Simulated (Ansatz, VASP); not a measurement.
# MnS: VASP beside Ansatz, part 2 of 2

Aim: how closely do two programs agree when they are given the same cell, functional and k mesh? The cell is taken from a series of VASP runs on this material, whose earlier steps may have relaxed, scaled or displaced it; both programs get it as it stands.

VASP 6.6.1 and Ansatz 0.2.0.

So far. Step 2 (Ansatz: single point, PBE, DFT+U): The run ends at a pressure of 4.36 GPa.

### Step 3. VASP: single point, PBE, DFT+U

Level of this step: PBE, DFT+U (Mn d 4 eV), spin-polarised from an antiferromagnetic start; plane waves and PAW (Mn_pv, S) (VASP).

The same cell, functional, mesh and smearing now go to VASP, with its own data sets and cutoff.

Lines of VASP's logs that name or quote its potential files are left out, and so is its time.

File INCAR:

```
SYSTEM = MnS
PREC = Accurate
ENCUT = 350
EDIFF = 1E-06
NELM = 150
ISMEAR = -1
SIGMA = 0.1
LREAL = .FALSE.
ALGO = Normal
GGA = PE
NBANDS = 27
ISPIN = 2
MAGMOM = 4.5 -4.5 0 0
LDAU = .TRUE.
LDAUTYPE = 2
LDAUL = 2 -1
LDAUU = 4 0
LDAUJ = 0 0
LDAUPRINT = 1
LASPH = .TRUE.
LMAXMIX = 4
LORBIT = 11
LWAVE = .FALSE.
LCHARG = .TRUE.
KPAR = 4
AMIX = 0.2
BMIX = 1E-04
AMIX_MAG = 0.8
BMIX_MAG = 1E-04
```

File POSCAR:

```
MnS
1.0
    0.0000000000      2.6045000000      2.6045000000
    5.2090000000      0.0000000000      5.2090000000
    5.2090000000      2.6045000000      2.6045000000
Mn S
2 2
Direct
    0.0000000000      0.0000000000      0.0000000000
    0.0000000000      0.5000000000      0.0000000000
    0.5000000000      0.0000000000      0.5000000000
    0.5000000000      0.5000000000      0.5000000000
```

File KPOINTS:

```
Automatic mesh
0
Gamma
10 5 10
0 0 0
```

The projector-augmented-wave data sets are Mn_pv and S (PBE family, release 64).

Run with:

```
mpirun -np 4 vasp_std
```

Numbers of over 12 decimals in the logs are rounded to 6 here.

The log of the run:

```text
[banner, memory and clock lines left out]
running    4 mpi-ranks, on    1 nodes
 distrk:  each k-point on    1 cores,    4 groups
 distr:  one band on    1 cores,    1 groups

 POSCAR found type information on POSCAR MnS
 POSCAR found :  2 types and       4 ions
 LDA part: xc-table for (Slater+PW92), standard interpolation
 POSCAR, INCAR and KPOINTS ok, starting setup
 FFT: planning ... GRIDC
 FFT: planning ... GRID_SOFT
 FFT: planning ... GRID
 WAVECAR not read
 entering main loop
       N       E                     dE             d eps       ncg     rms          rms(c)
DAV:   1     0.315231672464E+03    0.31523E+03   -0.17350E+04  7724   0.115E+03
DAV:   2    -0.182559636361E+01   -0.31706E+03   -0.30640E+03  7002   0.359E+02
DAV:   3    -0.247187399272E+02   -0.22893E+02   -0.22499E+02  7875   0.102E+02
DAV:   4    -0.252992068588E+02   -0.58047E+00   -0.57901E+00  8099   0.163E+01
DAV:   5    -0.253093410939E+02   -0.10134E-01   -0.10132E-01  8105   0.240E+00    0.155E+01
DAV:   6    -0.260138581469E+02   -0.70452E+00   -0.57712E+00  7773   0.237E+01    0.147E+01
DAV:   7    -0.259395319352E+02    0.74326E-01   -0.26286E+00  8887   0.159E+01    0.125E+01
DAV:   8    -0.259302779612E+02    0.92540E-02   -0.62223E-01  7179   0.527E+00    0.746E+00
DAV:   9    -0.259334728297E+02   -0.31949E-02   -0.16856E-02  7660   0.172E+00    0.437E+00
DAV:  10    -0.259336272593E+02   -0.15443E-03   -0.24928E-02  7646   0.150E+00    0.476E-01
DAV:  11    -0.259330084283E+02    0.61883E-03   -0.24999E-03  7647   0.309E-01    0.237E-01
DAV:  12    -0.259328934055E+02    0.11502E-03   -0.20008E-03  7975   0.315E-01    0.198E-01
DAV:  13    -0.259329044098E+02   -0.11004E-04   -0.12172E-04  7468   0.634E-02    0.126E-01
DAV:  14    -0.259329235396E+02   -0.19130E-04   -0.21218E-05  7705   0.541E-02    0.335E-02
DAV:  15    -0.259329328993E+02   -0.93597E-05   -0.15374E-05  7653   0.226E-02    0.108E-02
DAV:  16    -0.259329334988E+02   -0.59951E-06   -0.10276E-06  5941   0.630E-03
   1 F= -.25932933E+02 E0= -.25932832E+02  d E =-.203858E-03  mag=    -0.0000
```

From OUTCAR (step 3):

```text
ion  position               nearest neighbor table
   1  0.000  0.000  0.000-   3 2.60   4 2.60   4 2.60   3 2.60   4 2.60   4 2.60
   2  0.000  0.500  0.000-   3 2.60   4 2.60   3 2.60   4 2.60   3 2.60   3 2.60
   3  0.500  0.000  0.500-   1 2.60   2 2.60   2 2.60   1 2.60   2 2.60   2 2.60
   4  0.500  0.500  0.500-   1 2.60   2 2.60   1 2.60   2 2.60   1 2.60   1 2.60

  LATTYP: Found a simple tetragonal cell.
 ALAT       =     3.6833192232
 C/A-ratio  =     1.4142135624

 Subroutine GETGRP returns: Found 16 space group operations
 (whereof 16 operations were pure point group operations)

The static configuration has the point symmetry D_4h.

 Found     63 irreducible k-points:

   k-points           NKPTS =     63   k-points in BZ     NKDIM =     63   number of bands    NBANDS=     27

   dimension x,y,z NGX =    24 NGY =   48 NGZ =   40
   dimension x,y,z NGXF=    48 NGYF=   96 NGZF=   80

   ENCUT  =  350.0 eV  25.72 Ry    5.07 a.u.   5.62 11.24  9.73*2*pi/ulx,y,z

   NELECT =      38.0000    total number of electrons

 k-points in reciprocal lattice and weights: Automatic mesh
   0.00000000  0.00000000  0.00000000       0.002
   0.10000000  0.00000000  0.00000000       0.016
   0.20000000  0.00000000  0.00000000       0.016
   0.30000000  0.00000000  0.00000000       0.016
   0.40000000  0.00000000  0.00000000       0.016
   0.50000000  0.00000000  0.00000000       0.004
   0.00000000  0.20000000  0.00000000       0.008
   0.10000000  0.20000000 -0.00000000       0.032
   0.20000000  0.20000000  0.00000000       0.016
[...]
-0.10000000  0.40000000  0.40000000       0.008
   0.50000000  0.00000000  0.50000000       0.002

atom =   1  type =  1  l = 2

 onsite density matrix

spin component  1

  0.9310  0.0000 -0.0000  0.0000 -0.0000
  0.0000  0.9331  0.0000 -0.0000 -0.0000
 -0.0000  0.0000  0.9541  0.0000  0.0001
  0.0000 -0.0000  0.0000  0.9310  0.0000
 -0.0000 -0.0000  0.0001  0.0000  0.9540

spin component  2

  0.0165 -0.0000  0.0000 -0.0000  0.0000
 -0.0000  0.0153 -0.0000  0.0000 -0.0000
  0.0000 -0.0000  0.0777 -0.0000  0.0010
 -0.0000  0.0000 -0.0000  0.0165  0.0000
  0.0000 -0.0000  0.0010  0.0000  0.0766

 occupancies and eigenvectors

  o =  0.0153  v =  0.0000  0.0000  0.0000  0.0000  0.0000  0.0000  1.0000 -0.0000 -0.0000  0.0000      0.0000  0.0000  0.0000  0.0000  0.0000  0.0000  0.0000  0.0000  0.0000  0.0000
[...]
0.0000 -0.0000  0.0010  0.0000  0.0766

spin component  2

  0.9310  0.0000 -0.0000  0.0000  0.0000
  0.0000  0.9331  0.0000 -0.0000 -0.0000
 -0.0000  0.0000  0.9541  0.0000  0.0001
  0.0000 -0.0000  0.0000  0.9310  0.0000
  0.0000 -0.0000  0.0001  0.0000  0.9540

 occupancies and eigenvectors

  o =  0.0153  v = -0.0000 -1.0000 -0.0000  0.0000 -0.0000  0.0000  0.0000  0.0000  0.0000  0.0000      0.0000  0.0000  0.0000  0.0000  0.0000  0.0000  0.0000  0.0000  0.0000  0.0000
  o =  0.0165  v =  1.0000 -0.0000 -0.0000  0.0057 -0.0000  0.0000  0.0000  0.0000  0.0000  0.0000      0.0000  0.0000  0.0000  0.0000  0.0000  0.0000  0.0000  0.0000  0.0000  0.0000
  o =  0.0165  v =  0.0057 -0.0000 -0.0000 -1.0000 -0.0000  0.0000  0.0000  0.0000  0.0000  0.0000      0.0000  0.0000  0.0000  0.0000  0.0000  0.0000  0.0000  0.0000  0.0000  0.0000
  o =  0.0760  v = -0.0000 -0.0000  0.5000  0.0000 -0.8660  0.0000  0.0000  0.0000  0.0000  0.0000      0.0000  0.0000  0.0000  0.0000  0.0000  0.0000  0.0000  0.0000  0.0000  0.0000
  o =  0.0783  v =  0.0000 -0.0000  0.8660 -0.0000  0.5000  0.0000  0.0000  0.0000  0.0000  0.0000      0.0000  0.0000  0.0000  0.0000  0.0000  0.0000  0.0000  0.0000  0.0000  0.0000
  o =  0.9310  v =  0.0000  0.0000  0.0000  0.0000  0.0000  1.0000  0.0000  0.0000  0.0000  0.0000      0.0000  0.0000  0.0000  0.0000  0.0000  0.0000  0.0000  0.0000  0.0000  0.0000
  o =  0.9310  v =  0.0000  0.0000  0.0000  0.0000  0.0000  0.0000 -0.0000 -0.0000 -1.0000  0.0000      0.0000  0.0000  0.0000  0.0000  0.0000  0.0000  0.0000  0.0000  0.0000  0.0000
  o =  0.9331  v =  0.0000  0.0000  0.0000  0.0000  0.0000  0.0000 -1.0000  0.0000  0.0000 -0.0000      0.0000  0.0000  0.0000  0.0000  0.0000  0.0000  0.0000  0.0000  0.0000  0.0000
  o =  0.9539  v =  0.0000  0.0000  0.0000  0.0000  0.0000  0.0000  0.0000  0.5000 -0.0000 -0.8660      0.0000  0.0000  0.0000  0.0000  0.0000  0.0000  0.0000  0.0000  0.0000  0.0000
  o =  0.9541  v =  0.0000  0.0000  0.0000  0.0000  0.0000  0.0000 -0.0000 -0.8660  0.0000 -0.5000      0.0000  0.0000  0.0000  0.0000  0.0000  0.0000  0.0000  0.0000  0.0000  0.0000

 average (electrostatic) potential at core
       1 -68.6149       2 -68.6149       3 -84.8488       4 -84.8488

 E-fermi :   7.0170

 spin component 1
 k-point     1 :       0.0000    0.0000    0.0000
  band No.  band energies     occupation
    ...
     15       3.4797      1.00000
     16       3.4797      1.00000
     17       5.0843      1.00000
     18       5.0843      1.00000
     19       5.0867      1.00000
     20       7.6293      0.00219
     21       7.8175      0.00033
     22       8.7391      0.00000
     23       9.2167      0.00000
     24       9.2168      0.00000
    ...

 k-point     2 :       0.1000    0.0000    0.0000
  band No.  band energies     occupation
    ...
     15       3.2539      1.00000
     16       3.6451      1.00000
     17       4.4162      1.00000
     18       5.0749      1.00000
     19       5.1056      1.00000
     20       7.8599      0.00022
     21       8.3345      0.00000
     22       8.9155      0.00000
     23       9.2539      0.00000
     24       9.2855      0.00000
    ...

 k-point     3 :       0.2000    0.0000    0.0000
  band No.  band energies     occupation
    ...
     15       3.1163      1.00000
     16       3.3189      1.00000
     17       3.9395      1.00000
     18       5.1660      1.00000
     19       5.2309      1.00000
     20       8.3253      0.00000
     21       9.0068      0.00000
     22       9.3274      0.00000
     23       9.5189      0.00000
     24       9.5596      0.00000
    ...

 k-point     4 :       0.3000    0.0000    0.0000
  band No.  band energies     occupation
    ...
     15       2.6444      1.00000
     16       3.4648      1.00000
     17       4.0780      1.00000
     18       5.5298      1.00000
     19       5.5553      1.00000
     20       8.8719      0.00000
     21       9.2126      0.00000
     22       9.6394      0.00000
     23      10.0710      0.00000
     24      10.1713      0.00000
    ...

 k-point     5 :       0.4000    0.0000    0.0000
  band No.  band energies     occupation
    ...
     15       2.4736      1.00000
     16       3.7671      1.00000
     17       4.0890      1.00000
     18       5.9934      0.99996
     19       6.0778      0.99992
     20       9.3473      0.00000
     21       9.4837      0.00000
     22       9.8504      0.00000
     23      10.2388      0.00000
     24      10.5111      0.00000
    ...

 k-point     6 :       0.5000    0.0000    0.0000
  band No.  band energies     occupation
    ...
     15       2.4419      1.00000
     16       3.8736      1.00000
     17       4.0828      1.00000
     18       6.2089      0.99969
     19       6.4105      0.99768
     20       9.6833      0.00000
     21       9.7980      0.00000
     22       9.8128      0.00000
     23       9.8454      0.00000
     24       9.9316      0.00000
    ...

  Total        1.4926203      1.4746960      1.4746960     -0.0000000     -0.0000000      0.0000000
  in kB       33.8397279     33.4333585     33.4333585     -0.0000000     -0.0000000      0.0000000
  external PRESSURE =      33.5688150 kB  Pullay stress =       0.0000000 kB

  energy-cutoff  :      350.00
  volume of cell :       70.67
      direct lattice vectors                 reciprocal lattice vectors
     0.000000000  2.604500000  2.604500000    -0.191975427  0.191975427  0.191975427
     5.209000000  0.000000000  5.209000000     0.000000000 -0.191975427  0.191975427
     5.209000000  2.604500000  2.604500000     0.191975427  0.191975427 -0.191975427

 POSITION                                       TOTAL-FORCE (eV/Angst)
 -----------------------------------------------------------------------------------
      0.00000      0.00000      0.00000        -0.000000      0.000000     -0.000000
      2.60450      0.00000      2.60450        -0.000000     -0.000000     -0.000000
      2.60450      2.60450      2.60450         0.000000     -0.000000      0.000000
      5.20900      2.60450      5.20900         0.000000     -0.000000      0.000000
 -----------------------------------------------------------------------------------
    total drift:                                0.000000     -0.000000      0.000000

  FREE ENERGIE OF THE ION-ELECTRON SYSTEM (eV)
  ---------------------------------------------------
  free  energy   TOTEN  =       -25.9329334988 eV

  energy  without entropy=      -25.9327296403  energy(sigma->0) =      -25.93283157

 total charge
# of ion       s       p       d       tot
------------------------------------------
    1        0.219   6.170   4.888  11.277
    2        0.219   6.170   4.888  11.277
    3        1.321   2.462   0.000   3.783
    4        1.321   2.462   0.000   3.783
--------------------------------------------------
tot          3.079  17.264   9.777  30.120

 magnetization (x)
# of ion       s       p       d       tot
------------------------------------------
    1        0.041   0.036   4.491   4.568
    2       -0.041  -0.036  -4.491  -4.568
    3       -0.007  -0.020   0.000  -0.027
    4        0.007   0.020   0.000   0.027
--------------------------------------------------
tot          0.000   0.000   0.000   0.000

[... 1 further part left out ...]
```

The magnetic state follows from one typed start and may not be the lowest.

### Step 4. Side by side

Known differences besides the potentials themselves: U acts on the PAW sphere in VASP and on atomic orbitals in Ansatz, so only states and trends compare; the data sets hold 42 valence electrons in Ansatz (default PAW (the set named soft_2) files) and 38 in VASP; the cutoff is 420 eV in Ansatz and 350 eV in VASP; site moments are counted in spheres of each program's own size. Total energies have different zeros and are not compared.

Compared:

| quantity | Ansatz | VASP | difference |
| --- | --- | --- | --- |
| pressure (GPa) | 4.36 | 3.36 | +1.00 |
| gap on the k mesh (eV) | 0.866 | 1.009 | -0.143 |
| moment on Mn1 (μB) | 4.48 | 4.57 | -0.09 |
| moment on Mn2 (μB) | -4.48 | -4.57 | +0.09 |

A gap on the mesh is an upper bound, since the band edges may lie between its points.

### Step 5. What came out

```json
{
  "difference in gap on the k mesh (single point, PBE, DFT+U)": "-0.14 eV",
  "difference in pressure (single point, PBE, DFT+U)": "1.0 GPa"
}
```

In words: The difference in gap on the k mesh is -0.14 eV (single point, PBE, DFT+U). How closely two codes agree says nothing of how well the functional describes the real material.

[Lines on the potential files, build, host, timing and source positions are cut from VASP's logs without a mark.]

[Logs are printed without paths, hosts, clocks, repeated set-up lines and the standing remarks that a program may print on its own settings, such as how far it seeks lower states.]

[Hosts, paths, dates, database ids (printed as entryN), source tags and the programs' standing remarks are cut or masked in the printed files.]
